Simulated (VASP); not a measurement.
Calculation: PBE GGA, VASP's PBE PAW potentials (set 64) (plane waves; VASP 6.6.1).

VASP ran on this input.

POSCAR:
```
PbF2
1
    0.0000000000     3.0405300000     2.9546830000
    2.9555420000     0.0000000000     2.9546830000
    2.9555420000     3.0405300000     0.0000000000
Pb F
1 2
Direct
  0.0000000000   0.0000000000   0.0000000000
  0.2500000000   0.2500000000   0.2500000000
  0.7403290000   0.7596710000   0.7596710000
```

### KPOINTS
```
kpoints
0
gamma
9 9 9
```

**INCAR**
```
SYSTEM = PbF2
PREC = Accurate
ENCUT = 520
EDIFF = 1E-6
NELM = 100
ALGO = Normal
LREAL = .FALSE.
LASPH = .TRUE.
ISMEAR = 0
SIGMA = 0.05
GGA = PE
LMAXMIX = 4
LWAVE = .FALSE.
LCHARG = .FALSE.
ISIF = 2
```

POTCAR, in this order: Pb_d F (PBE.64 set). Program: vasp_std.

**Question.** What will the output report for the number of irreducible k-points (NKPTS), number of bands (NBANDS), largest plane-wave count, number of space-group operations, FFT grid (NGX, NGY, NGZ)?

**Answer.** 
| Quantity | Result |
|---|---|
| number of irreducible k-points (NKPTS) | 205 |
| number of bands (NBANDS) | 18 |
| largest plane-wave count | 1442 |
| number of space-group operations | 2 |
| FFT grid (NGX, NGY, NGZ) | 32 × 32 × 32 |

The compound is PbF2 in the fluorite structure, the β form. The cell was not relaxed at this level, atoms are displaced from their ideal sites. The run is one of a series of settings (KPOINTS 9×9×9 Γ-centred mesh against the base run), some of them coarse on purpose.
